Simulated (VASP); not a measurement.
Input:

```xyz
2
Lattice="0.0000 2.7343 2.7343 2.7343 0.0000 2.7343 2.7343 2.7343 0.0000" Properties=species:S:1:pos:R:3 pbc="T T T"
Si     0.0000     0.0000     0.0000
Si     1.3671     1.3671     1.3671
```

Computed with Hartree-Fock, VASP's PBE PAW potentials (set 64) (plane waves; VASP). Settings: 520 eV cut-off, 6×6×6 Γ-centred mesh, Gaussian smearing of 0.050 eV, potentials Si.

The path is coarsely sampled, so an indirect gap can come out somewhat too large.

### Question
Give the energies of bands 2 to 7 at the high-symmetry points, in eV from the valence-band maximum.

### Answer

| band | Γ | X | U | L | W |
|---|---|---|---|---|---|
| 2 | 0.00 | -11.05 | -10.19 | -9.64 | -10.84 |
| 3 | 0.00 | -3.79 | -5.53 | -1.58 | -4.91 |
| 4 | 0.00 | -3.79 | -3.17 | -1.58 | -4.91 |
| 5 | 9.10 | 6.65 | 7.28 | 7.76 | 10.82 |
| 6 | 9.10 | 6.65 | 10.83 | 10.05 | 10.82 |
| 7 | 9.10 | 18.92 | 15.55 | 10.05 | 12.35 |

The gap is indirect, 6.51 eV, from the valence maximum at Γ to the conduction minimum at Γ-X at 0.75.

The compound is Si in the diamond structure. It was relaxed first. The cell's shape comes from a PBE relaxation.
